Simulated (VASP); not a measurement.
Output of a VASP run:

### OSZICAR
```
...
DAV:  15    -0.510864654749E+02   -0.98978E-05   -0.16638E-05  1662   0.345E-02    0.112E-03
DAV:  16    -0.510864654698E+02    0.51402E-08   -0.41330E-07   774   0.604E-03
   1 F= -.51086465E+02 E0= -.51086398E+02  d E =-.510865E+02
       N       E                     dE             d eps       ncg     rms          rms(c)
DAV:   1    -0.510935906189E+02   -0.71251E-02   -0.37044E-01  1667   0.342E+00    0.471E-01
DAV:   2    -0.510900429629E+02    0.35477E-02   -0.11184E-02  1602   0.840E-01    0.289E-01
DAV:   3    -0.510877134831E+02    0.23295E-02   -0.49451E-03  1531   0.501E-01    0.385E-02
DAV:   4    -0.510880526205E+02   -0.33914E-03   -0.39649E-04  1663   0.142E-01    0.403E-02
DAV:   5    -0.510880012269E+02    0.51394E-04   -0.89718E-05  1542   0.975E-02    0.132E-02
DAV:   6    -0.510880190040E+02   -0.17777E-04   -0.73531E-05  1532   0.109E-01    0.357E-03
DAV:   7    -0.510880449539E+02   -0.25950E-04   -0.20792E-05  1530   0.686E-02    0.413E-03
DAV:   8    -0.510880447446E+02    0.20922E-06   -0.37693E-06  1558   0.312E-02
   2 F= -.51088045E+02 E0= -.51088078E+02  d E =-.157927E-02
       N       E                     dE             d eps       ncg     rms          rms(c)
DAV:   1    -0.510917332189E+02   -0.36883E-02   -0.74522E-02  1675   0.155E+00    0.212E-01
DAV:   2    -0.510910465209E+02    0.68670E-03   -0.20930E-03  1587   0.372E-01    0.129E-01
DAV:   3    -0.510905961292E+02    0.45039E-03   -0.99132E-04  1539   0.225E-01    0.181E-02
DAV:   4    -0.510906654001E+02   -0.69271E-04   -0.72475E-05  1650   0.617E-02    0.190E-02
DAV:   5    -0.510906602716E+02    0.51285E-05   -0.16965E-05  1544   0.426E-02    0.570E-03
DAV:   6    -0.510906650137E+02   -0.47421E-05   -0.14312E-05  1533   0.475E-02    0.161E-03
DAV:   7    -0.510906697261E+02   -0.47124E-05   -0.38194E-06  1532   0.286E-02    0.175E-03
DAV:   8    -0.510906697175E+02    0.86400E-08   -0.58019E-07   776   0.119E-02
   3 F= -.51090670E+02 E0= -.51090661E+02  d E =-.420425E-02
       N       E                     dE             d eps       ncg     rms          rms(c)
DAV:   1    -0.510906700970E+02   -0.37093E-06   -0.46857E-05  1668   0.396E-02    0.520E-03
DAV:   2    -0.510906695088E+02    0.58825E-06   -0.14795E-06   878   0.116E-02
   4 F= -.51090670E+02 E0= -.51090662E+02  d E =-.420404E-02
       N       E                     dE             d eps       ncg     rms          rms(c)
DAV:   1    -0.510907784406E+02   -0.10834E-03   -0.26256E-03  1577   0.319E-01    0.178E-02
DAV:   2    -0.510907868720E+02   -0.84314E-05   -0.87795E-05  1666   0.795E-02    0.108E-02
DAV:   3    -0.510907845578E+02    0.23142E-05   -0.55158E-06  1676   0.182E-02    0.329E-03
DAV:   4    -0.510907839840E+02    0.57379E-06   -0.11347E-06   877   0.758E-03
   5 F= -.51090784E+02 E0= -.51090780E+02  d E =-.114475E-03
       N       E                     dE             d eps       ncg     rms          rms(c)
DAV:   1    -0.510908576823E+02   -0.73125E-04   -0.84146E-03  1578   0.571E-01    0.317E-02
DAV:   2    -0.510908829442E+02   -0.25262E-04   -0.27921E-04  1667   0.139E-01    0.190E-02
DAV:   3    -0.510908755871E+02    0.73570E-05   -0.16282E-05  1677   0.303E-02    0.613E-03
DAV:   4    -0.510908739203E+02    0.16668E-05   -0.41810E-06  1626   0.160E-02    0.290E-03
DAV:   5    -0.510908733142E+02    0.60612E-06   -0.94044E-07   823   0.128E-02
   6 F= -.51090873E+02 E0= -.51090876E+02  d E =-.203805E-03
```

### OUTCAR
```
------------------------ aborting loop because EDIFF is reached ----------------------------------------
  FORCE on cell =-STRESS in cart. coord.  units (eV):
  Direction    XX          YY          ZZ          XY          YZ          ZX
  --------------------------------------------------------------------------------------
  Total        0.0176022     -0.0159041     -0.0122288      0.0000000      0.0000000      0.0110971
  in kB        0.4569540     -0.4128723     -0.3174609      0.0000000      0.0000000      0.2880824
  external PRESSURE =      -0.0911264 kB  Pullay stress =       0.0000000 kB
  volume of cell :       61.72
      direct lattice vectors                 reciprocal lattice vectors
     3.983567595 -2.170631848 -0.000821372     0.125495315 -0.230347675 -0.098531994
     3.983567595  2.170631848 -0.000821372     0.125495315  0.230347675 -0.098531994
     2.801533146 -0.000000000  3.568173824     0.000057776  0.000000000  0.280210042
 POSITION                                       TOTAL-FORCE (eV/Angst)
 -----------------------------------------------------------------------------------
      2.51217     -0.00000      0.83202        -0.002000      0.000000     -0.000662
      8.25650     -0.00000      2.73451         0.002000     -0.000000      0.000662
 -----------------------------------------------------------------------------------
    total drift:                                0.000000     -0.000000      0.000000
  FREE ENERGIE OF THE ION-ELECTRON SYSTEM (eV)
  ---------------------------------------------------
  free  energy   TOTEN  =       -51.0908733142 eV

  energy  without entropy=      -51.0908810801  energy(sigma->0) =      -51.09087590

 reached required accuracy - stopping structural energy minimisation
```
(Selected blocks of OUTCAR.)

**POSCAR**
```
Sb
1
    3.9573420000    -2.1550000000     0.0000000000
    3.9573420000     2.1550000000     0.0000000000
    2.7838200000     0.0000000000     3.5432930000
Sb
2
Direct
  0.2335000000   0.2335000000   0.2335000000
  0.7665000000   0.7665000000   0.7665000000
```

**Question.** Reconstruct the remaining input files.

**Answer.** This is not unique; one that fits is the input of the run itself, r2SCAN+rVV10, plane waves, VASP's PBE PAW potentials (set 64).

INCAR:
```
# general
SYSTEM   = Sb
PREC     = Accurate
ENCUT    = 520
LREAL    = .False.
LASPH    = .True.

# electronic loop
EDIFF    = 1E-6
NELM     = 100
ALGO     = Normal
LMAXMIX  = 4
LMIXTAU  = .True.

# smearing
ISMEAR   = 1
SIGMA    = 0.1

# functional
METAGGA  = R2SCAN
LUSE_VDW = .True.
BPARAM   = 11.95
CPARAM   = 0.0093

# ions
IBRION   = 2
NSW      = 60
ISIF     = 3
EDIFFG   = -0.01

# output
LWAVE    = .False.
LCHARG   = .False.
```

### KPOINTS
```
kpoints
0
Gamma
9 9 9
0 0 0
```

POTCAR, in this order: Sb (PBE.64 set). Program: vasp_std.

Energy and stress use the plane-wave basis of the starting cell.

The compound is Sb in the a7 structure. This run relaxes it. Symmetry was kept, so distortions that lower it aren't found.
